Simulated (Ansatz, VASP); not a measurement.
# BaZrO3: VASP beside Ansatz

Wanted: the spread between two codes on one cell, functional and k mesh. The cell is a member of a volume series, scaled by 0.94 from a relaxed one, so a pressure remains.

Program: Ansatz 0.2.0. Level of theory: plane waves, with VASP 6.6.1 beside it; single point at LDA and band structure at LDA, spin-orbit coupling. Results are calculated unless marked as measured.

### Step 1. The structure

The structure is cubic, space group Pm-3m (No. 221). The conventional cell has a = 4.075 Å, b = 4.075 Å, c = 4.075 Å, α = 90.00°, β = 90.00°, γ = 90.00°. Ba has 12 O at 2.88 Å nearest. Nearest to Zr lie 6 O at 2.04 Å. O has 2 Zr at 2.04 Å and 4 Ba at 2.88 Å nearest. Farther neighbours and most contacts between anions are not listed.

### Step 2. Ansatz: single point, LDA, volume scaled by 0.94

Ansatz runs on its default PAW (the set named soft_2) files.

With cell and atoms fixed, the geometry can't cause a difference; cores, projectors, grids and the points listed under the comparison can.

Input file input.yaml:

```yaml
crystal:
  lattice:
    - [4.0745671237, 0.0, 0.0]
    - [0.0, 4.0745671237, 0.0]
    - [0.0, 0.0, 4.0745671237]
  atoms:
    - { symbol: Ba, position: [0.0, 0.0, 0.0] }
    - { symbol: Zr, position: [0.5, 0.5, 0.5] }
    - { symbol: O, position: [0.5, 0.5, 0.0] }
    - { symbol: O, position: [0.5, 0.0, 0.5] }
    - { symbol: O, position: [0.0, 0.5, 0.5] }
hamiltonian:
  xc: lda
  pseudopotentials: { kind: paw }
kpoints:
  mp_grid: { grid: [5, 5, 5] }
scf:
  occupations: { method: fermi_dirac, width: 0.05 }
  n_extra_bands: 5
output:
  forces: true
  stress: true
  eigenvalues: true
```

Command:

```bash
> ansatz run input.yaml --threads 2 --pin off --max-ram 4608MiB --backend cpu --events-out ev --progress --plain --runs-dir out
```

Numbers of over 12 decimals in the logs are rounded to 6 here.

What it wrote:

```text
scf.n_extra_bands = 5 over 20 filled bands (N_el = 40.0): the run solves 25 bands
Engine: ansatz 0.2.0, x86_64-unknown-linux-gnu
Pseudopotentials: kind: paw
Pseudopotential: Ba, paw, valence charge 10, recommended cutoff 420 eV (normal), Ba.paw.azcp
Pseudopotential: Zr, paw, valence charge 12, recommended cutoff 420 eV (normal), Zr.paw.azcp
Pseudopotential: O, paw, valence charge 6, recommended cutoff 420 eV (normal), O.paw.azcp
Functional definition: SPW92
  exchange = slater_x
  correlation = pw_c
Crystal: 5 atoms, lattice volume = 67.646 Å³
Basis set: ecut = 420 eV, 1357 PW (Γ)
Bands: 25, of which v1, the nominal top of the filled ones, is band 20 counted from 1 (19 counted from 0)
Symmetry: 48 space group operations
Space group: Pm-3m (ITA 221), of the structure as read, at distance tolerance 4.1e-5 Å
k-points: 10 of 125
Non-local potential: Ba, projectors of the file, l = 0: 3, l = 1: 2, l = 2: 2, l = 3: 2
Non-local potential: Zr, projectors of the file, l = 0: 3, l = 1: 2, l = 2: 2, l = 3: 2
Non-local potential: O, projectors of the file, l = 0: 2, l = 1: 2, l = 2: 1
PAW form: soft (Blöchl's): semilocal exchange-correlation on the pseudo side does not see the compensation charge
PAW frozen core: Ba, regenerated for the run's functional, and the local potential with it (the file was generated under x = pbe(κ = 0.804, μ = 0.219515), c = pbe(β = 0.066725))
PAW frozen core: Zr, regenerated for the run's functional, and the local potential with it (the file was generated under x = pbe(κ = 0.804, μ = 0.219515), c = pbe(β = 0.066725))
PAW frozen core: O, regenerated for the run's functional, and the local potential with it (the file was generated under x = pbe(κ = 0.804, μ = 0.219515), c = pbe(β = 0.066725))
PAW one-centre angular grid: Ba, 194 points (default); XC on 64 Gauss nodes
PAW one-centre angular grid: Zr, 590 points (default); XC on 64 Gauss nodes
PAW one-centre angular grid: O, 110 points (default); XC on 64 Gauss nodes
Initial density: superposition of atomic densities (neutral atoms: chi_scale 0, normalization atom), corrected by the library's trained network
Initial wavefunctions: pseudopotential atomic-orbital guess
Functional: x = slater, c = lda
SCF iter   1: F=—  HF=-11532.316098 eV  |F-HF|=—  |Δ(HF+E_count)|=         —  Δρ=1.64e-2  dr2=1.66e-1  ethr=1.77e-3  ⟨swp⟩=6.6  Hψ=1288  notcnv=0
preconditioner: auto → Resta (q_TF=auto, 2.500 Å⁻¹)  ε∞=3.9  [insulator: Δε(μ)=3.116 eV  Ē_g=16.277 eV  σ=0.050 eV  W_gap=1.00  n_scr=18 (ndim 8)  ℏωp=27.8 eV  f_vac=0.000  D(μ)=0.00/eV (n_scr^D=0)  ε∞_Penn≈3.9]
SCF iter   2: F=—  HF=-11532.277190 eV  |F-HF|=—  |Δ(HF+E_count)|=   3.89e-2  Δρ=5.40e-3  dr2=8.28e-3  ethr=4.14e-4  ⟨swp⟩=2.2  Hψ=475  notcnv=0  defer=9
SCF iter   3: F=—  HF=-11532.275003 eV  |F-HF|=—  |Δ(HF+E_count)|=   2.19e-3  Δρ=2.05e-3  dr2=1.35e-3  ethr=2.07e-5  ⟨swp⟩=2.0  Hψ=410  notcnv=0  defer=10
SCF iter   4: F=—  HF=-11532.274642 eV  |F-HF|=—  |Δ(HF+E_count)|=   3.61e-4  Δρ=2.24e-4  dr2=1.99e-5  ethr=3.38e-6  ⟨swp⟩=2.2  Hψ=382  notcnv=0  defer=10
SCF iter   5: F=—  HF=-11532.274643 eV  |F-HF|=—  |Δ(HF+E_count)|=   1.51e-6  Δρ=2.34e-5  dr2=3.75e-7  ethr=4.97e-8  ⟨swp⟩=1.4  Hψ=286  notcnv=0  defer=10
SCF iter   6: F=-11532.274644 eV  HF=-11532.274644 eV  |F-HF|=4.41e-9  |Δ(HF+E_count)|=   9.79e-8  Δρ=4.62e-6  dr2=1.41e-8  ethr=2.50e-10  ⟨swp⟩=10.5  Hψ=1327  notcnv=0
SCF 1 converged in 6 iterations: F = -11532.274644 eV  dr2 = 1.41e-8
  greatest PAW one-centre occupation: 0.997 electrons in one spin orbital (limit 2), on the Zr atom at site 1 (counted from 0), in its partial waves of l = 0
SCF converged after 6 iterations
Free energy (F): -11532.274644 eV
Harris-Foulkes:  -11532.274644 eV  (|F-HF|=4.41e-9)
Internal energy: -11532.274644 eV  (E = F + TS)
E sigma→0 (E₀):  -11532.274644 eV
Fermi energy:    12.261921 eV
--- Per-component energies (eV) ---
  E_band       = -52.490840
  E_kinetic    = 1040.743879
  E_local      = -1849.723567  (includes V_loc(G=0)·N_el)
  E_nonlocal   = 289.666754
  E_hartree    = 657.082447
  E_xc         = -552.306085
  E_vxc        = -615.803326  (∫ρ·V_xc dr)
  E_paw        = -8347.711457  (= ΣΔE_a)
  E_vpaw       = -231.547675  (= ΣTr[D̂ρ^β])
  E_aug_tail   = 0.007555  (compensation charges beyond the density's cutoff)
  E_ewald      = -2770.977851
  E_core_change = 0.943681  (= ΣΔE_core)
  E_smearing   = -0.000000  (= −TS)
  E_closure    = 0.000000  (closes the sum)
  Σ components = -11532.274644   (vs F -11532.274644, Δ=0.00e0)
--- Forces (eV/Å), atoms counted from 1 ---
  atom   1  Ba     0.00000000     0.00000000     0.00000000
  atom   2  Zr     0.00000000    -0.00000000    -0.00000000
  atom   3  O      0.00000000     0.00000000     0.00000000
  atom   4  O      0.00000000    -0.00000000     0.00000000
  atom   5  O      0.00000000     0.00000000     0.00000000
  max |Σ_I F_I| component: 7.93e-29 eV/Å
--- Stress (GPa, compression-positive) ---
       10.476448      -0.000000      -0.000000
       -0.000000      10.476448       0.000000
        0.000000       0.000000      10.476448
  P = ⅓ Tr σ = 10.4764 GPa (104.764 kbar)
--- Band table (eV; the first three rows and the last of 10) ---
  k-point 0: bands = [... 16 lower, 9.4557, 10.5457, 10.5457, 10.5457, 13.9124, 13.9124, 13.9124, 15.3453, ... 1 higher]
  k-point 1: bands = [... 16 lower, 9.1612, 9.5707, 10.4466, 10.4466, 14.0449, 14.8656, 14.8656, 16.0080, ... 1 higher]
  k-point 2: bands = [... 16 lower, 8.8129, 8.8266, 10.3644, 10.3644, 14.2954, 16.5024, 16.5024, 17.1525, ... 1 higher]
  k-point 9: bands = [... 16 lower, 8.0842, 10.3649, 10.3649, 10.4843, 17.0276, 17.1747, 17.1747, 18.2033, ... 1 higher]
```

Wall time 1.7 s (2 threads of Intel Xeon Platinum 8488C (Sapphire Rapids), shared host); peak memory 0.39 GiB.

The run ends at a pressure of 10.48 GPa.

### Step 3. VASP: single point, LDA, volume scaled by 0.94

The same cell, functional (in two slightly different forms), mesh and smearing now go to VASP, with its own data sets and cutoff.

Lines of VASP's logs that name or quote its potential files are left out, and so is its time.

Input file INCAR:

```
SYSTEM = BaZrO3
PREC = Accurate
ENCUT = 520
EDIFF = 1E-06
NELM = 100
ISMEAR = -1
SIGMA = 0.05
LREAL = .FALSE.
ALGO = Normal
GGA = CA
NBANDS = 26
LORBIT = 11
LWAVE = .FALSE.
LCHARG = .FALSE.
KPAR = 2
ISIF = 2
```

Input file POSCAR:

```
BaZrO3
1.0
    4.0745671237      0.0000000000      0.0000000000
    0.0000000000      4.0745671237      0.0000000000
    0.0000000000      0.0000000000      4.0745671237
Ba Zr O
1 1 3
Direct
    0.0000000000      0.0000000000      0.0000000000
    0.5000000000      0.5000000000      0.5000000000
    0.5000000000      0.5000000000      0.0000000000
    0.5000000000      0.0000000000      0.5000000000
    0.0000000000      0.5000000000      0.5000000000
```

Input file KPOINTS:

```
Automatic mesh
0
Gamma
5 5 5
0 0 0
```

Potentials, in the order of the species: Ba_sv, Zr_sv and O (LDA family, release 64).

Command:

```bash
> mpirun -np 2 vasp_std
```

What it wrote:

```text
[banner, memory and clock lines left out]
running    2 mpi-ranks, on    1 nodes
 distrk:  each k-point on    1 cores,    2 groups
 distr:  one band on    1 cores,    1 groups

 POSCAR found type information on POSCAR BaZrO
 POSCAR found :  3 types and       5 ions
 LDA part: xc-table for (Slater(with rela. corr.)+CA(PZ))
 , standard interpolation
 POSCAR, INCAR and KPOINTS ok, starting setup
 FFT: planning ... GRIDC
 FFT: planning ... GRID_SOFT
 FFT: planning ... GRID
 WAVECAR not read
 entering main loop
       N       E                     dE             d eps       ncg     rms          rms(c)
DAV:   1     0.312222288832E+03    0.31222E+03   -0.22364E+04   520   0.153E+03
DAV:   2    -0.327357286843E+02   -0.34496E+03   -0.33687E+03   638   0.381E+02
DAV:   3    -0.523466619610E+02   -0.19611E+02   -0.19563E+02   812   0.861E+01
DAV:   4    -0.528008112239E+02   -0.45415E+00   -0.45373E+00   712   0.108E+01
DAV:   5    -0.528077048031E+02   -0.68936E-02   -0.68928E-02   716   0.108E+00    0.348E+01
DAV:   6    -0.457359824505E+02    0.70717E+01   -0.38480E+01   596   0.416E+01    0.161E+01
DAV:   7    -0.456343122166E+02    0.10167E+00   -0.27855E+00   696   0.970E+00    0.964E+00
DAV:   8    -0.455832741870E+02    0.51038E-01   -0.27094E-01   672   0.398E+00    0.668E-01
DAV:   9    -0.455784780942E+02    0.47961E-02   -0.51215E-02   660   0.129E+00    0.451E-01
DAV:  10    -0.455785170232E+02   -0.38929E-04   -0.11879E-02   718   0.933E-01    0.218E-01
DAV:  11    -0.455782287004E+02    0.28832E-03   -0.17902E-03   660   0.370E-01    0.265E-02
DAV:  12    -0.455782271331E+02    0.15674E-05   -0.89859E-05   702   0.653E-02    0.247E-02
DAV:  13    -0.455782268728E+02    0.26029E-06   -0.44041E-06   642   0.148E-02
   1 F= -.45578227E+02 E0= -.45578227E+02  d E =-.503820E-10
```

From OUTCAR (step 3):

```text
ion  position               nearest neighbor table
   1  0.000  0.000  0.000-   3 2.88   4 2.88   5 2.88   4 2.88   5 2.88   3 2.88   5 2.88   5 2.88
                             3 2.88   4 2.88   4 2.88   3 2.88   2 3.53   2 3.53   2 3.53   2 3.53
   2  0.500  0.500  0.500-   3 2.04   4 2.04   5 2.04   3 2.04   4 2.04   5 2.04   1 3.53   1 3.53
                             1 3.53   1 3.53   1 3.53   1 3.53   1 3.53   1 3.53
   3  0.500  0.500  0.000-   2 2.04   2 2.04   1 2.88   1 2.88   1 2.88   1 2.88
   4  0.500  0.000  0.500-   2 2.04   2 2.04   1 2.88   1 2.88   1 2.88   1 2.88
   5  0.000  0.500  0.500-   2 2.04   2 2.04   1 2.88   1 2.88   1 2.88   1 2.88

  LATTYP: Found a simple cubic cell.
 ALAT       =     4.0745671237

 Subroutine GETGRP returns: Found 48 space group operations
 (whereof 48 operations were pure point group operations)

The static configuration has the point symmetry O_h .

 Found     10 irreducible k-points:

   k-points           NKPTS =     10   k-points in BZ     NKDIM =     10   number of bands    NBANDS=     26

   dimension x,y,z NGX =    30 NGY =   30 NGZ =   30
   dimension x,y,z NGXF=    60 NGYF=   60 NGZF=   60

   ENCUT  =  520.0 eV  38.22 Ry    6.18 a.u.   7.58  7.58  7.58*2*pi/ulx,y,z

   NELECT =      40.0000    total number of electrons

 k-points in reciprocal lattice and weights: Automatic mesh
   0.00000000  0.00000000  0.00000000       0.008
   0.20000000  0.00000000  0.00000000       0.048
   0.40000000  0.00000000  0.00000000       0.048
   0.20000000  0.20000000  0.00000000       0.096
   0.40000000  0.20000000  0.00000000       0.192
   0.40000000  0.40000000  0.00000000       0.096
   0.20000000  0.20000000  0.20000000       0.064
   0.40000000  0.20000000  0.20000000       0.192
   0.40000000  0.40000000  0.20000000       0.192
   0.40000000  0.40000000  0.40000000       0.064

 average (electrostatic) potential at core
       1 -31.9383       2 -76.7248       3 -69.8536       4 -69.8536       5 -69.8536

 E-fermi :   5.1451

 k-point     1 :       0.0000    0.0000    0.0000
  band No.  band energies     occupation
    ...
     16       2.9756      2.00000
     17       2.9756      2.00000
     18       4.0181      2.00000
     19       4.0181      2.00000
     20       4.0181      2.00000
     21       7.3413      0.00000
     22       7.3413      0.00000
     23       7.3413      0.00000
     24       8.7198      0.00000
     25       8.7198      0.00000
    ...

 k-point     2 :       0.2000    0.0000    0.0000
  band No.  band energies     occupation
    ...
     16       2.6483      2.00000
     17       2.6483      2.00000
     18       3.0353      2.00000
     19       3.9197      2.00000
     20       3.9197      2.00000
     21       7.5025      0.00000
     22       8.3154      0.00000
     23       8.3154      0.00000
     24       9.4137      0.00000
     25       9.4374      0.00000
    ...

 k-point     3 :       0.4000    0.0000    0.0000
  band No.  band energies     occupation
    ...
     16       2.2827      2.00000
     17       2.2964      2.00000
     18       2.2964      2.00000
     19       3.8383      2.00000
     20       3.8383      2.00000
     21       7.8171      0.00000
     22       9.9841      0.00000
     23       9.9841      0.00000
     24      10.5591      0.00000
     25      10.8452      0.00000
    ...

  Total        5.2118707      5.2118707      5.2118707      0.0000000      0.0000000     -0.0000000
  in kB      123.4411000    123.4411000    123.4411000      0.0000000      0.0000000     -0.0000000
  external PRESSURE =     123.4411000 kB  Pullay stress =       0.0000000 kB

  energy-cutoff  :      520.00
  volume of cell :       67.65
      direct lattice vectors                 reciprocal lattice vectors
     4.074567124  0.000000000  0.000000000     0.245424844  0.000000000  0.000000000
     0.000000000  4.074567124  0.000000000     0.000000000  0.245424844  0.000000000
     0.000000000  0.000000000  4.074567124     0.000000000  0.000000000  0.245424844

 POSITION                                       TOTAL-FORCE (eV/Angst)
 -----------------------------------------------------------------------------------
      0.00000      0.00000      0.00000         0.000000      0.000000      0.000000
      2.03728      2.03728      2.03728         0.000000      0.000000      0.000000
      2.03728      2.03728      0.00000         0.000000      0.000000      0.000000
      2.03728      0.00000      2.03728         0.000000      0.000000      0.000000
      0.00000      2.03728      2.03728         0.000000      0.000000      0.000000
 -----------------------------------------------------------------------------------
    total drift:                                0.000000      0.000000     -0.000000

  FREE ENERGIE OF THE ION-ELECTRON SYSTEM (eV)
  ---------------------------------------------------
  free  energy   TOTEN  =       -45.5782268728 eV

  energy  without entropy=      -45.5782268727  energy(sigma->0) =      -45.57822687

 total charge
# of ion       s       p       d       tot
------------------------------------------
    1        2.004   5.628   0.328   7.961
    2        2.228   6.126   1.582   9.937
    3        1.556   3.508   0.000   5.063
    4        1.556   3.508   0.000   5.063
    5        1.556   3.508   0.000   5.063
--------------------------------------------------
tot          8.899  22.278   1.910  33.087

[... 3 further parts left out ...]
```

Harder data sets than Ba_sv exist (the GW ones), and pressures, volumes and forces can shift noticeably with them. The scan keeps the cell's shape and the fractional positions fixed.

### Step 4. Side by side

Known differences besides the potentials themselves: the two LDA forms differ slightly; the cutoff is 420 eV in Ansatz and 520 eV in VASP; VASP's log shows a relativistic correction to its local exchange, Ansatz's none. Total energies have different zeros and are not compared.

Both answers:

| quantity | Ansatz | VASP | difference |
| --- | --- | --- | --- |
| pressure (GPa) | 10.48 | 12.34 | -1.87 |
| pressure without Ansatz's Pulay correction (GPa) | 9.74 | 12.34 | -2.60 |
| gap on the k mesh (eV) | 3.367 | 3.323 | +0.043 |

A gap on the mesh is an upper bound, since the band edges may lie between its points. Ansatz's pressure holds a Pulay correction of 0.73 GPa; VASP's holds none.

### Step 5. What the set-up changes

Further runs change the set-up of one program: Ansatz's method, potentials or start, or VASP's data sets, cutoff or form of LDA. The table gives Ansatz less VASP for each quantity, since a change that brings one quantity closer may part another.

| run | pressure (GPa) | gap on the k mesh (eV) | pressure without Ansatz's Pulay correction (GPa) |
| --- | --- | --- | --- |
| as above | -1.9 | 0.043 | -2.6 |
| cores kept as stored | -1.7 | 0.043 | -2.4 |
| Ansatz's larger PAW set (cutoff 900 eV) | -1.8 | 0.039 | -1.9 |
| norm-conserving potentials (cutoff 1143 eV) | -2.1 | 0.048 |  |

### Step 6. VASP: single point, LDA, volume scaled by 1.06

With cell and atoms fixed, the geometry can't cause a difference; cores, projectors, grids and the points listed under the comparison can. The cell compared in this pair holds 76.28 Å³, against 67.65 Å³ for the pair before.

INCAR is that of step 3.

POSCAR, as its differences from that of step 3:

```diff
@@ -2,5 +2,5 @@
 1.0
-    4.0745671237      0.0000000000      0.0000000000
-    0.0000000000      4.0745671237      0.0000000000
-    0.0000000000      0.0000000000      4.0745671237
+    4.2410573692      0.0000000000      0.0000000000
+    0.0000000000      4.2410573692      0.0000000000
+    0.0000000000      0.0000000000      4.2410573692
 Ba Zr O
```

KPOINTS is that of step 3.

Command:

```bash
> mpirun -np 2 vasp_std
```

What it wrote:

```text
[... set-up lines as in an earlier step ...]
 entering main loop
       N       E                     dE             d eps       ncg     rms          rms(c)
DAV:   1     0.318933048200E+03    0.31893E+03   -0.22208E+04   520   0.151E+03
DAV:   2    -0.319882641718E+02   -0.35092E+03   -0.34319E+03   658   0.371E+02
DAV:   3    -0.523958251358E+02   -0.20408E+02   -0.20356E+02   778   0.885E+01
DAV:   4    -0.530883523357E+02   -0.69253E+00   -0.69171E+00   772   0.120E+01
[...]
DAV:  12    -0.456165404959E+02   -0.39502E-05   -0.14341E-04   708   0.816E-02    0.276E-02
DAV:  13    -0.456165363764E+02    0.41195E-05   -0.16491E-05   654   0.266E-02    0.315E-03
DAV:  14    -0.456165364375E+02   -0.61130E-07   -0.10551E-06   434   0.820E-03
   1 F= -.45616536E+02 E0= -.45616536E+02  d E =-.282519E-10
```

Parts of OUTCAR (step 6):

```text
  Total       -4.2664432     -4.2664432     -4.2664432     -0.0000000     -0.0000000     -0.0000000
  in kB      -89.6095119    -89.6095119    -89.6095119     -0.0000000     -0.0000000     -0.0000000
  external PRESSURE =     -89.6095119 kB  Pullay stress =       0.0000000 kB

 POSITION                                       TOTAL-FORCE (eV/Angst)
 -----------------------------------------------------------------------------------
      0.00000      0.00000      0.00000         0.000000      0.000000      0.000000
      2.12053      2.12053      2.12053         0.000000      0.000000      0.000000
      2.12053      2.12053      0.00000         0.000000      0.000000      0.000000
      2.12053      0.00000      2.12053         0.000000      0.000000      0.000000
      0.00000      2.12053      2.12053         0.000000      0.000000      0.000000
 -----------------------------------------------------------------------------------
    total drift:                                0.000000     -0.000000     -0.000000

  FREE ENERGIE OF THE ION-ELECTRON SYSTEM (eV)
  ---------------------------------------------------
  free  energy   TOTEN  =       -45.6165364375 eV

  energy  without entropy=      -45.6165364375  energy(sigma->0) =      -45.61653644

[... 1 part as in an earlier step ...]

[... 2 further parts left out ...]
[key lines of the parts left out:]
E-fermi :   4.2822
```

The run ends at a pressure of -8.96 GPa.

(Part 1 of 2 ends here.)

[Lines on the potential files, build, host, timing and source positions are cut from VASP's logs without a mark.]

[Logs are printed without paths, hosts, clocks, repeated set-up lines and the standing remarks that a program may print on its own settings, such as how far it seeks lower states.]

[Hosts, paths, dates, database ids (printed as entryN), source tags and the programs' standing remarks are cut or masked in the printed files.]
